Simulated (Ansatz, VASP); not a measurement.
# W2CSO (W2COS MXene, 1 layer): VASP beside Ansatz

One calculation is typed for both programs; each brings its own data sets. How far apart do they land? The structure shown is the start of the Ansatz relaxation below; VASP solves that cell, so the two are compared at the walk's first step.

Calculated with Ansatz 0.2.0; plane waves, with VASP 6.6.1 beside it; single point at PBE.

**1. Starting point**

The cell holds 5 atoms: 1 S, 2 W, 1 C and 1 O. Cell: a = 3.125 Å, b = 3.125 Å, c = 27.317 Å, α = 90.0°, β = 90.0°, γ = 120.0°. Vacuum lies along c.

As a file:

```cif
data_structure
_symmetry_space_group_name_H-M 'P 1'
_symmetry_Int_Tables_number 1
_cell_length_a 3.1254
_cell_length_b 3.1254
_cell_length_c 27.3172
_cell_angle_alpha 90.000
_cell_angle_beta 90.000
_cell_angle_gamma 120.000
_cell_volume 231.09
loop_
_atom_site_label
_atom_site_type_symbol
_atom_site_fract_x
_atom_site_fract_y
_atom_site_fract_z
_atom_site_occupancy
S1 S 0.33333 0.66667 0.40268 1
W2 W 0.66667 0.33333 0.46644 1
W3 W 0.33333 0.66667 0.55673 1
C4 C 0.00000 0.00000 0.51158 1
O5 O 0.66667 0.33333 0.59732 1
```

**2. Ansatz: relaxation, PBE**

Ansatz runs on its default PAW (the set named soft_2) files.

The two programs are compared at the cell with which this relaxation starts, whose forces are those of its first step.

The input, input.yaml:

```yaml
crystal:
  lattice:
    - [3.125408, 0.0, 0.0]
    - [-1.562704, 2.7066827252, 0.0]
    - [0.0, 0.0, 27.3172382404]
  atoms:
    - { symbol: S, position: [0.3333333333, 0.6666666667, 0.4026761382] }
    - { symbol: W, position: [0.6666666667, 0.3333333333, 0.4664395283] }
    - { symbol: C, position: [0.0, 0.0, 0.511583284] }
    - { symbol: W, position: [0.3333333333, 0.6666666667, 0.5567270397] }
    - { symbol: O, position: [0.6666666667, 0.3333333333, 0.5973238618] }
kpoints:
  mp_grid: { grid: [12, 12, 1] }
hamiltonian:
  xc: pbe
scf:
  occupations: { method: fermi_dirac, width: 0.05 }
  convergence: { dr2_threshold: 1.0e-08 }
efield:
  axis: 3
  dipole_correction: true
  ramp_position: 0.97
  ramp_width: 0.04
relax:
  f_tol: 0.01
  cell: { fix: [c, alpha, beta] }
output:
  write_potential: true
  write_density: true
  volumetric_format: npy
```

The run is started by

```sh
> ansatz run input.yaml --threads 4 --pin off --max-ram 8192MiB --backend cpu --events-out ev --progress --plain --runs-dir out
```

Numbers of over 12 decimals in the logs are rounded to 6 here.

What it wrote:

```text
Warning: relax.cell: scf.convergence.dr2_threshold = 1e-8 eV is looser than the 5e-10 eV advised for a relaxation that steers and ends on the stress (1e-10 eV for each atom of the cell: 5). What an SCF threshold leaves in a stress goes as its square root, and in the free energy as the threshold itself, and one threshold admits the most on a small cell: [figures from the program's tests cut] Set scf.convergence.dr2_threshold to 5e-10 eV or tighter. The threshold is an SCF's pass mark: one that does not reach it within its budget of iterations ends unconverged, or closes short of it on a stop that the run arms, and scf.convergence.dr2_threshold's page says what that costs each kind of run
Engine: ansatz 0.2.0, aarch64-unknown-linux-gnu
Pseudopotentials: kind: paw
Pseudopotential: S, paw, valence charge 6, recommended cutoff 420 eV (normal), S.paw.azcp
Pseudopotential: W, paw, valence charge 14, recommended cutoff 420 eV (normal), W.paw.azcp
Pseudopotential: C, paw, valence charge 4, recommended cutoff 420 eV (normal), C.paw.azcp
Pseudopotential: O, paw, valence charge 6, recommended cutoff 420 eV (normal), O.paw.azcp
Functional definition: PBE
  parameter kappa = 0.804
  parameter beta = 0.066725
  exchange = pbe_x(kappa = kappa, mu = beta*pi^2/3)
  correlation = pbe_c(beta = beta)
Crystal: 5 atoms, lattice volume = 231.090 Å³
Basis set: ecut = 420 eV, 4507 PW (Γ), exchange–correlation on 48×48×384 points (8 copies of the dense FFT grid, shifted against one another)
Bands: 27, of which v1, the nominal top of the filled ones, is band 22 counted from 1 (21 counted from 0)
Symmetry: 6 space group operations
Space group: P3m1 (ITA 156), of the structure as read, at distance tolerance 6.1e-5 Å
k-points: 19 of 144 (time reversal used)
Non-local potential: S, projectors of the file, l = 0: 2, l = 1: 2, l = 2: 2
Non-local potential: W, projectors of the file, l = 0: 3, l = 1: 2, l = 2: 2, l = 3: 1
Non-local potential: C, projectors of the file, l = 0: 2, l = 1: 2, l = 2: 1
Non-local potential: O, projectors of the file, l = 0: 2, l = 1: 2, l = 2: 1
PAW form: soft (Blöchl's): semilocal exchange-correlation on the pseudo side does not see the compensation charge
PAW one-centre angular grid: S, 110 points (default); XC on 64 Gauss nodes
PAW one-centre angular grid: W, 590 points (default); XC on 64 Gauss nodes
PAW one-centre angular grid: C, 110 points (default); XC on 64 Gauss nodes
PAW one-centre angular grid: O, 110 points (default); XC on 64 Gauss nodes
Initial density: superposition of atomic densities (neutral atoms: chi_scale 0, normalization atom), corrected by the library's trained network
Initial wavefunctions: pseudopotential atomic-orbital guess
Functional: x = pbe(κ = 0.804, μ = 0.219515), c = pbe(β = 0.066725)
SCF iter   1: F=—  HF=-22489.990951 eV  |F-HF|=—  |Δ(HF+E_count)|=         —  Δρ=4.34e-3  dr2=4.56e-2  ethr=1.77e-3  p=-0.023 e·Å  D=-1.84e-2 V/Å  ΔV_dip=0.50 eV  dr2_dipole=9.91e-4  V_vac-E_F(+/−)=5.58/5.08 eV  ⟨swp⟩=9.8  Hψ=3166  notcnv=0
efield: sawtooth ramp at fractional position 0.9700 (set: `efield.ramp_position`, or a place that a band, a saddle search or an elastic batch's reference lends), width 0.0400; the density the first Hamiltonian is built on has a dipole p = -0.023 e·Å; the dipole correction subtracts the counter field D = -1.84e-2 V/Å, which shifts the + side's vacuum level by +0.50 eV against the − side's; the planar-averaged density in the ramp window peaks in size at 1.1e-6 e/Å³
preconditioner: auto → LDOS  [metal: Δε(μ)=0.111 eV  Ē_g=8.339 eV  σ=0.050 eV  W_gap=0.43  n_scr=16 (ndim 8)  ℏωp=12.9 eV  f_vac=0.692  D(μ)=2.63/eV (n_scr^D=12)  β→1.0]
SCF iter   2: F=—  HF=-22489.990360 eV  |F-HF|=—  |Δ(HF+E_count)|=   5.91e-4  Δρ=2.81e-3  dr2=2.35e-2  ethr=1.04e-4  p=-0.021 e·Å  D=-1.63e-2 V/Å  ΔV_dip=0.44 eV  dr2_dipole=7.36e-4  V_vac-E_F(+/−)=5.43/4.99 eV  ⟨swp⟩=2.0  Hψ=1026  notcnv=0
SCF iter   3: F=—  HF=-22489.987029 eV  |F-HF|=—  |Δ(HF+E_count)|=   3.33e-3  Δρ=6.13e-4  dr2=9.35e-4  ethr=5.33e-5  p=-0.024 e·Å  D=-1.91e-2 V/Å  ΔV_dip=0.52 eV  dr2_dipole=1.59e-5  V_vac-E_F(+/−)=5.49/4.96 eV  ⟨swp⟩=2.1  Hψ=875  notcnv=0
SCF iter   4: F=—  HF=-22489.986950 eV  |F-HF|=—  |Δ(HF+E_count)|=   7.91e-5  Δρ=1.24e-4  dr2=7.29e-5  ethr=2.13e-6  p=-0.024 e·Å  D=-1.90e-2 V/Å  ΔV_dip=0.52 eV  dr2_dipole=1.07e-5  V_vac-E_F(+/−)=5.48/4.96 eV  ⟨swp⟩=2.9  Hψ=888  notcnv=0
SCF iter   5: F=—  HF=-22489.986966 eV  |F-HF|=—  |Δ(HF+E_count)|=   1.58e-5  Δρ=3.15e-5  dr2=3.11e-6  ethr=1.66e-7  p=-0.024 e·Å  D=-1.91e-2 V/Å  ΔV_dip=0.52 eV  dr2_dipole=1.41e-7  V_vac-E_F(+/−)=5.48/4.96 eV  ⟨swp⟩=2.4  Hψ=771  notcnv=0
[...]
Initial wavefunctions: pseudopotential atomic-orbital guess (no wavefunctions were taken with the density)
iter 1 solved again at ethr=4.60e-7 eV; its pass at ethr=3.10e-3 eV (dr2=2.03e-4 eV) is discarded
SCF iter   1: F=—  HF=-22490.377628 eV  |F-HF|=—  |Δ(HF+E_count)|=         —  Δρ=1.52e-4  dr2=7.04e-6  ethr=4.60e-7  p=-0.039 e·Å  D=-2.96e-2 V/Å  ΔV_dip=0.81 eV  dr2_dipole=5.18e-8  V_vac-E_F(+/−)=5.75/4.94 eV  ⟨swp⟩=4.4  Hψ=4699  notcnv=0
efield: sawtooth ramp at fractional position 0.9700 (set: `efield.ramp_position`, or a place that a band, a saddle search or an elastic batch's reference lends), width 0.0400; the density the first Hamiltonian is built on has a dipole p = -0.039 e·Å; the dipole correction subtracts the counter field D = -2.96e-2 V/Å, which shifts the + side's vacuum level by +0.81 eV against the − side's; the planar-averaged density in the ramp window peaks in size at 2.6e-6 e/Å³
preconditioner: auto → LDOS  [metal: Δε(μ)=0.106 eV  Ē_g=8.515 eV  σ=0.050 eV  W_gap=0.43  n_scr=16 (ndim 8)  ℏωp=12.7 eV  f_vac=0.707  D(μ)=1.18/eV (n_scr^D=8)  β→1.0]
SCF iter   2: F=—  HF=-22490.378708 eV  |F-HF|=—  |Δ(HF+E_count)|=   1.08e-3  Δρ=6.66e-5  dr2=9.67e-6  ethr=1.60e-8  p=-0.039 e·Å  D=-2.96e-2 V/Å  ΔV_dip=0.81 eV  dr2_dipole=4.48e-7  V_vac-E_F(+/−)=5.75/4.94 eV  ⟨swp⟩=3.9  Hψ=1316  notcnv=0
SCF iter   3: F=—  HF=-22490.378707 eV  |F-HF|=—  |Δ(HF+E_count)|=   1.52e-6  Δρ=2.45e-5  dr2=2.24e-6  ethr=1.60e-8  p=-0.039 e·Å  D=-2.96e-2 V/Å  ΔV_dip=0.81 eV  dr2_dipole=2.75e-7  V_vac-E_F(+/−)=5.75/4.94 eV  ⟨swp⟩=2.0  Hψ=780  notcnv=0
SCF iter   4: F=—  HF=-22490.378706 eV  |F-HF|=—  |Δ(HF+E_count)|=   2.87e-7  Δρ=8.37e-6  dr2=1.88e-7  ethr=5.10e-9  p=-0.039 e·Å  D=-2.96e-2 V/Å  ΔV_dip=0.81 eV  dr2_dipole=9.25e-9  V_vac-E_F(+/−)=5.75/4.94 eV  ⟨swp⟩=2.1  Hψ=625  notcnv=0
SCF iter   5: F=-22490.378707 eV  HF=-22490.378707 eV  |F-HF|=5.82e-8  |Δ(HF+E_count)|=   4.35e-7  Δρ=1.45e-6  dr2=5.22e-9  ethr=2.27e-11  p=-0.039 e·Å  D=-2.96e-2 V/Å  ΔV_dip=0.81 eV  dr2_dipole=2.90e-11  V_vac-E_F(+/−)=5.75/4.94 eV  ⟨swp⟩=13.3  Hψ=5153  notcnv=0
SCF 8 converged in 5 iterations: F = -22490.378707 eV  dr2 = 5.22e-9
relax step   8: F+E_penalty+E_count = -22490.37870678 eV  Δ(F+E_penalty+E_count) = -5.630e-3 eV  max|allowed force component| = 1.592e-3 eV/Å  Δτ_max = 0.0000 Å  P = +0.027 GPa  Ω = 239.342 Å³  fix = [c, alpha, beta]  reactions: c -0.003 GPa  stress off target by 4.20e-2 GPa on what of the cell is left free  SCF on the basis re-selected at this cell (its energy is not comparable with the rows above)  (5 SCF iters)
basis re-selected at this cell: Δ(F+E_penalty+E_count) = -5.630e-3 eV, ΔP = +0.033 GPa vs the last step (what re-selecting the basis moved, of the pressure what is left beyond the Pulay correction that the steps carried, after the strain that the cell walked since its last selection, with what the two solves' SCF thresholds leave and, on support functions, any second-order correction that the steps lacked; it is no m [...]
WARN: The output density's exchange-correlation potential varies sharply where the density is thin. Do not read a vacuum level from v_tot or v_xc, or from such a field of the output density. On a cell that repeats whose density bears no net charge and no dipole along the vacuum's axis use v_es (v_loc + v_h of the components); under efield.dipole_correction with no amplitude use v_es + v_field, which holds any externa [...]
SCF converged after 5 iterations
Free energy (F): -22490.378707 eV
Harris-Foulkes:  -22490.378707 eV  (|F-HF|=5.82e-8)
Internal energy: -22490.368084 eV  (E = F + TS)
E sigma→0 (E₀):  -22490.373395 eV
Entropy (-TS):   -0.010623 eV (-2.125 meV/atom)
Fermi energy:    0.329319 eV
Dipole field:    D = -0.029581 V/Å  (p = -0.039126 e·Å, saw-weighted, corrected)
Work function:   Φ+ = 5.7519 eV   Φ− = 4.9439 eV
Levels:          The Fermi level and band energies are counted from a zero that moves with the ramp; work functions are not
--- Per-component energies (eV) ---
  E_band       = -958.602732
  E_kinetic    = 1273.614780
  E_local      = -59263.688778  (includes V_loc(G=0)·N_el)
  E_nonlocal   = 102.848383
  E_hartree    = 28971.980145
  E_xc         = -753.573443
  E_vxc        = -719.698503  (∫ρ·V_xc dr)
  E_paw        = -17981.585868  (= ΣΔE_a)
  E_vpaw       = -296.285220  (= ΣTr[D̂ρ^β])
  E_aug_tail   = 0.002300  (compensation charges beyond the density's cutoff)
  E_efield     = 0.000579  (sawtooth field / dipole correction)
  E_vefield    = 0.645428  (∫n·V_field dr)
  E_ewald      = 25160.033819
  E_smearing   = -0.010623  (= −TS)
  E_closure    = -0.000000  (closes the sum)
  Σ components = -22490.378707   (vs F -22490.378707, Δ=0.00e0)
--- Forces (eV/Å), atoms counted from 1 ---
  atom   1  S      0.00000000    -0.00000000     0.00096632
  atom   2  W      0.00000000    -0.00000000     0.00143048
  atom   3  C      0.00000000     0.00000000    -0.00137720
  atom   4  W     -0.00000000     0.00000000    -0.00160057
  atom   5  O      0.00000000    -0.00000000     0.00053773
  max |Σ_I F_I| component: 4.32e-5 eV/Å
--- Stress (GPa, compression-positive) ---
        0.042023       0.000000      -0.000000
        0.000000       0.042023       0.000000
       -0.000000       0.000000      -0.003436
  P = ⅓ Tr σ = 0.0269 GPa (0.269 kbar)
--- Band table (eV; the first three rows and the last of 19) ---
  k-point 0: bands = [... 18 lower, -2.2774, -2.2774, -0.9474, -0.9474, -0.7125, 0.9668, 0.9668, 1.4259, ... 1 higher]
  k-point 1: bands = [... 18 lower, -2.4419, -2.3661, -1.4258, -0.7622, -0.2897, 1.0328, 1.0972, 1.7180, ... 1 higher]
  k-point 2: bands = [... 18 lower, -2.5624, -2.3250, -1.9864, -0.5442, 0.1192, 1.0739, 1.5482, 2.0177, ... 1 higher]
  k-point 18: bands = [... 18 lower, -4.1516, -4.0243, -0.5763, -0.3291, -0.0122, 1.7195, 2.2419, 2.5771, ... 1 higher]
--- Relaxed structure (7 steps of the walk, 6 accepted, 1 SCFs on fresh bases) ---
  F+E_penalty+E_count = -22490.37870678 eV   max|allowed force component| = 1.592e-3 eV/Å   (the final SCF, on the basis selected at the relaxed cell)
  cell:  # Å, volume = 239.3417 Å³
    - [3.180721, 0, 0]
    - [-1.590360, 2.754585, 0]
    - [0, 0, 27.3172382404]
  atoms:
    - { symbol: S, position: [0.333333, 0.666667, 0.410309] }
    - { symbol: W, position: [0.666667, 0.333333, 0.470740] }
    - { symbol: C, position: [0, 0, 0.511662] }
    - { symbol: W, position: [0.333333, 0.666667, 0.550776] }
    - { symbol: O, position: [0.666667, 0.333333, 0.591264] }
```

(Continued in part 2 of 2.)

[Lines on the potential files, build, host, timing and source positions are cut from VASP's logs without a mark.]

[Logs are printed without paths, hosts, clocks, repeated set-up lines and the standing remarks that a program may print on its own settings, such as how far it seeks lower states.]

[Hosts, paths, dates, database ids (printed as entryN), source tags and the programs' standing remarks are cut or masked in the printed files.]
